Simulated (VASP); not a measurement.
# BBr2 (R-3m) in VASP: notebook, part 2 of 2

VASP 6.6.1. Earlier steps stand in the parts before.

## 3. Relaxation of the atoms, LDA

INCAR

```
SYSTEM = BBr2
ALGO = Fast
EDIFF = 1E-7
EDIFFG = -0.005
ENCUT = 520
GGA = CA
IBRION = 2
ISIF = 2
ISMEAR = 0
LASPH = .TRUE.
LCHARG = .FALSE.
LREAL = .FALSE.
LWAVE = .FALSE.
NELM = 60
NSW = 60
PREC = Accurate
SIGMA = 0.05
```

KPOINTS

```
k-points
0
G
  6 6 6
  0 0 0
```

POSCAR

```
BBr2
1.0
    3.1854460400      1.8391181300      2.2596390700
   -3.1854460400      1.8391181300      2.2596390700
    0.0000000000     -3.6782362600      2.2596390700
B Br
1 2
Direct
    0.0000000000      0.0000000000      0.0000000000
    0.7202413000      0.7202413000      0.7202413000
    0.2797587000      0.2797587000      0.2797587000
```

Potentials or basis: VASP PAW LDA potentials, release 64 (B, Br).

On the command line:

```
cat potpaw_LDA.64/B/POTCAR potpaw_LDA.64/Br/POTCAR > POTCAR
mpirun -np 1 vasp_std > vasp.out
```

OUTCAR:

```text
SYSTEM = BBr2
   EDIFF = 1E-7
   EDIFFG = -0.005
   ENCUT = 520
   GGA = CA
   IBRION = 2
   ISIF = 2
   ISMEAR = 0
   LASPH = .TRUE.
   LREAL = .FALSE.
   NELM = 60
   NSW = 60
   PREC = Accurate

 ion  position               nearest neighbor table
   1  0.000  0.000  0.000-   2 1.90   3 1.90
   2  0.720  0.720  0.720-   1 1.90
   3  0.280  0.280  0.280-   1 1.90

  LATTYP: Found a trigonal (rhomboedric) cell.
 ALAT       =     4.3168727913
 COS(alpha) =    -0.0890103287

  Lattice vectors:

 A1 = (   3.1854460400,   1.8391181300,   2.2596390700)
 A2 = (  -3.1854460400,   1.8391181300,   2.2596390700)
 A3 = (   0.0000000000,  -3.6782362600,   2.2596390700)

Analysis of symmetry for initial positions (statically):
=====================================================================
 Subroutine PRICEL returns:
 Original cell was already a primitive cell.

 Routine SETGRP: Setting up the symmetry group for a
 trigonal (rhombohedral) supercell.

 Subroutine GETGRP returns: Found 12 space group operations
 (whereof 12 operations were pure point group operations)
 out of a pool of 12 trial point group operations.

The static configuration has the point symmetry D_3d.

Analysis of symmetry for dynamics (positions and initial velocities):
=====================================================================
 Subroutine PRICEL returns:
 Original cell was already a primitive cell.

 Routine SETGRP: Setting up the symmetry group for a
 trigonal (rhombohedral) supercell.

 Subroutine GETGRP returns: Found 12 space group operations
 (whereof 12 operations were pure point group operations)
 out of a pool of 12 trial point group operations.

The dynamic configuration has the point symmetry D_3d.

 Subroutine INISYM returns: Found 12 space group operations
 (whereof 12 operations are pure point group operations),
 and found     1 'primitive' translations

----------------------------------------------------------------------------------------

                                     Primitive cell

  volume of cell :      79.4274

  direct lattice vectors                    reciprocal lattice vectors
     3.185446040  1.839118130  2.259639070     0.156963889  0.090623144  0.147516184
    -3.185446040  1.839118130  2.259639070    -0.156963889  0.090623144  0.147516184
     0.000000000 -3.678236260  2.259639070     0.000000000 -0.181246287  0.147516184

  length of vectors
     4.316872791  4.316872791  4.316872793     0.233690482  0.233690482  0.233690482

  position of ions in fractional coordinates (direct lattice)
     0.000000000  0.000000000  0.000000000
     0.720241300  0.720241300  0.720241300
     0.279758700  0.279758700  0.279758700

  ion indices of the primitive-cell ions
   primitive index   ion index
                 1           1
                 2           2
                 3           3

----------------------------------------------------------------------------------------

 KPOINTS: k-points

Automatic generation of k-mesh.
[... 71 lines left out ...]
   NFREE  =      1    steps in history (QN), initial steepest desc. (CG)
   ISIF   =      2    stress and relaxation
   ISYM   =      2    0-nonsym 1-usesym 2-fastsym
   POTIM  = 0.5000    time-step for ionic-motion
   TEBEG  =    0.0;   TEEND  =   0.0 temperature during run
   PSTRESS=    0.0 pullay stress
   NELECT =      17.0000    total number of electrons
   NUPDOWN=      -1.0000    fix difference up-down
   EMIN   =  10.00;   EMAX   =-10.00  energy-range for DOS
   EFERMI =   0.00;   METHOD = LEGACY
   ISMEAR =     0;   SIGMA  =   0.05  broadening in eV -4-tet -1-fermi 0-gaus
   EFERMI_NEDOS =   21; number of points for ismear=-14 and -15
   IALGO  =     68    algorithm
   IMIX   =      4    mixing-type and parameters
     AMIX     =   0.40;   BMIX     =  1.00
     AMIX_MAG =   1.60;   BMIX_MAG =  1.00
  volume/ion in A,a.u.               =      26.48       178.67
  Fermi-wavevector in a.u.,A,eV,Ry     =   0.979267  1.850546 13.047492  0.958964
  Thomas-Fermi vector in A             =   2.110107
   LORBIT       =      0    0 simple, 1 ext, 2 COOP (PROOUT), +10 PAW based schemes
   GGA     = CA    functional components
   LHFCALC =     F    Hartree Fock is set to
   AEXX    =    0.0000 exact exchange contribution
   IVDW    =     0    specifies the selected vdW correction
   LEPSILON=     F    determine dielectric tensor
   LRPA    =     F    only Hartree local field effects (RPA)
 conjugate gradient relaxation of ions
 non-spin polarized calculation
 RMM-DIIS sequential band-by-band and
 Gauss-broadening in eV      SIGMA  =   0.05
  energy-cutoff  :      520.00
  volume of cell :       79.43
 maximum number of plane-waves:      2166
   NGX = 17   NGY = 17   NGZ = 17

--------------------------------------- Ionic step        1  -------------------------------------------

 number of electron      16.9999993 magnetization

 Free energy of the ion-electron system (eV)
  ---------------------------------------------------
  ext. energy  EPLUGINS =         0.00000000
  ---------------------------------------------------
  free energy    TOTEN  =        -9.46911304 eV

  energy without entropy =       -9.46301728  energy(sigma->0) =       -9.46606516

------------------------ aborting loop because EDIFF is reached ----------------------------------------

  FORCE on cell =-STRESS in cart. coord.  units (eV):
  Direction    XX          YY          ZZ          XY          YZ          ZX
  --------------------------------------------------------------------------------------
  -------------------------------------------------------------------------------------
  Total       -1.1892139     -1.1892139     -5.0486099     -0.0000000      0.0000000      0.0000000
  in kB      -23.9883480    -23.9883480   -101.8385475     -0.0000000      0.0000000      0.0000000
  external PRESSURE =     -49.9384145 kB  Pullay stress =       0.0000000 kB
[... 92 lines left out ...]
  FREE ENERGIE OF THE ION-ELECTRON SYSTEM (eV)
  ---------------------------------------------------
  free  energy   TOTEN  =        -9.6659869289 eV

  energy  without entropy=       -9.6622840772  energy(sigma->0) =       -9.66413550

[... ionic steps 4 to 14 ...]

--------------------------------------- Ionic step       15  -------------------------------------------

 number of electron      16.9999992 magnetization

------------------------ aborting loop because EDIFF is reached ----------------------------------------
[... 69 lines left out ...]
--------------------------------------- Ionic step       17  -------------------------------------------

 number of electron      16.9999992 magnetization

 Free energy of the ion-electron system (eV)
  ---------------------------------------------------
  ext. energy  EPLUGINS =         0.00000000
  ---------------------------------------------------
  free energy    TOTEN  =        -9.66598899 eV

  energy without entropy =       -9.66228764  energy(sigma->0) =       -9.66413831

 E-fermi :   3.2047     XC(G=0):  -8.5836

 val. band max:        3.1936064922   @ k =   0.3333   0.1667   0.0000
 cond. band min:       3.2118063981   @ k =   0.0000   0.0000   0.0000
 fundamental gap:      0.0181999060
 Fermi energy:         3.2046515797

 k-point     1 :       0.0000    0.0000    0.0000
  band No.  band energies     occupation
      1     -15.5367      2.00000
      2     -14.6459      2.00000
      3      -6.2872      2.00000
      4      -3.6385      2.00000
      5      -2.1498      2.00000
      6      -2.1498      2.00000
      7      -1.6545      2.00000
      8      -1.6545      2.00000
      9       2.6225      2.00000
     10       2.6225      2.00000
     11       3.2118      0.83963
     12       6.6867      0.00000
[... 331 lines left out ...]
 k-point    24 :      -0.3333    0.5000    0.1667
  band No.  band energies     occupation
      1     -15.0864      2.00000
      2     -14.9190      2.00000
      3      -6.0773      2.00000
      4      -4.6848      2.00000
      5      -3.6798      2.00000
      6      -2.6469      2.00000
      7      -1.8387      2.00000
      8      -1.3688      2.00000
      9       3.5709      0.00000
     10       4.5607      0.00000
     11       5.3267      0.00000
     12       7.1858      0.00000

 [... further k-points ...]

------------------------ aborting loop because EDIFF is reached ----------------------------------------

  FORCE on cell =-STRESS in cart. coord.  units (eV):
  Direction    XX          YY          ZZ          XY          YZ          ZX
  --------------------------------------------------------------------------------------
  -------------------------------------------------------------------------------------
  Total       -1.3449377     -1.3449377      0.6950696     -0.0000000     -0.0000000     -0.0000000
  in kB      -27.1295468    -27.1295469     14.0206670     -0.0000000     -0.0000000     -0.0000000
  external PRESSURE =     -13.4128089 kB  Pullay stress =       0.0000000 kB
[... 18 lines left out ...]
  FREE ENERGIE OF THE ION-ELECTRON SYSTEM (eV)
  ---------------------------------------------------
  free  energy   TOTEN  =        -9.6659889936 eV

  energy  without entropy=       -9.6622876364  energy(sigma->0) =       -9.66413831

 reached required accuracy - stopping structural energy minimisation
```

Wall time 1.7 min (1 thread of Intel Xeon Platinum 8259CL at 2.50GHz (Skylake/Cascade Lake), shared host); peak memory 0.17 GiB.

What came out:

* Free energy: -9.6660 eV
* Energy gained by relaxing: 65.6 meV/atom
* Ionic steps: 17
* Pressure after relaxing: -1.3 GPa
* Largest force after relaxing: 0.004 eV/Å
* Band gap on the k mesh: none (metal or under the smearing width)

Forces on the atoms (eV/Å):
```
B    0.000  0.000  0.000
Br   0.000  0.000  0.004
Br   0.000  0.000 -0.004
```

Stress tensor (GPa, compression positive):
```
-2.71  0.00  0.00
 0.00 -2.71  0.00
 0.00  0.00  1.40
```

Step by step:
| step | energy change (eV) | largest force (eV/Å) | pressure (GPa) |
| --- | --- | --- | --- |
| 1 | 0.0000 | 1.8357 | -4.99 |
| 2 | -0.1967 | 0.0613 | -1.46 |
| 3 | -0.1969 | 0.0086 | -1.35 |
| 4 | -0.1969 | 0.0084 | -1.35 |
| 5 | -0.1969 | 0.0083 | -1.35 |
| 6 | -0.1969 | 0.0084 | -1.35 |
| 7 | -0.1969 | 0.0084 | -1.35 |
| 8 | -0.1969 | 0.0084 | -1.35 |
| 9 | -0.1969 | 0.0084 | -1.35 |
| 10 | -0.1969 | 0.0084 | -1.35 |
| 11 | -0.1969 | 0.0083 | -1.35 |
| 12 | -0.1969 | 0.0082 | -1.35 |
| 13 | -0.1969 | 0.0081 | -1.35 |
| 14 | -0.1969 | 0.0079 | -1.35 |
| 15 | -0.1969 | 0.0073 | -1.35 |
| 16 | -0.1969 | 0.0063 | -1.35 |
| 17 | -0.1969 | 0.0041 | -1.34 |

Final structure:
```
CELL_PARAMETERS angstrom
3.18545 1.83912 2.25964
-3.18545 1.83912 2.25964
0.00000 -3.67824 2.25964
ATOMIC_POSITIONS crystal
B 0.00000 0.00000 0.00000
Br 0.73362 0.73362 0.73362
Br 0.26638 0.26638 0.26638
```

Levels at points of the mesh, in eV from the Fermi level:
| k point | band 4 | band 5 | band 6 | band 7 | band 8 | band 9 | band 10 | band 11 | band 12 |
| --- | --- | --- | --- | --- | --- | --- | --- | --- | --- |
| (0.00, 0.00, 0.00) | -6.84 | -5.35 | -5.35 | -4.86 | -4.86 | -0.58 | -0.58 | 0.01 | 3.48 |
| (0.50, 0.00, 0.00) | -8.46 | -6.06 | -5.49 | -5.27 | -4.78 | -0.19 | 1.26 | 2.87 | 4.66 |
| (0.50, 0.50, 0.00) | -7.31 | -6.99 | -5.38 | -5.05 | -4.14 | -0.34 | 0.70 | 0.95 | 3.62 |
| (0.50, 0.50, 0.50) | -8.50 | -6.33 | -6.33 | -5.67 | -5.67 | 1.71 | 1.71 | 3.32 | 3.97 |

Caveat: an odd number of electrons without spin polarisation forces a metal; a magnetic or distorted state may lie lower.

## 4. For comparison

An earlier run on the cell as given: functional PBE; potentials or basis VASP PAW PBE potentials, release 64 (B, Br); cutoff 520 eV; k mesh 6 × 6 × 6; occupations fermi-dirac, width 0.05 eV; no spin polarisation.

* Pressure: -1.2 GPa
* Largest force: 1.556 eV/Å
* Band gap on the k mesh: none (metal or under the smearing width)

## 5. The runs side by side

```tsv
task	level	potentials or basis	cell	cutoff (eV)	smearing	gap on the mesh (eV)	pressure (GPa)
relaxation of cell and atoms	PBE	VASP PAW PBE potentials, release 64 (B, Br)	relaxed	600	gaussian 0.05 eV	none	0.0
relaxation of the atoms	LDA	VASP PAW LDA potentials, release 64 (B, Br)	atoms relaxed	520	gaussian 0.05 eV	none	-1.3
single point	PBE	VASP PAW PBE potentials, release 64 (B, Br)	as given	520	fermi-dirac 0.05 eV	none	-1.2
```

Alike in all rows: no spin polarisation; k mesh 6 × 6 × 6.

Caveats: an odd number of electrons without spin polarisation forces a metal; a magnetic or distorted state may lie lower.

Total energies depend on the potentials used, so only differences within one code and one set of settings carry meaning.
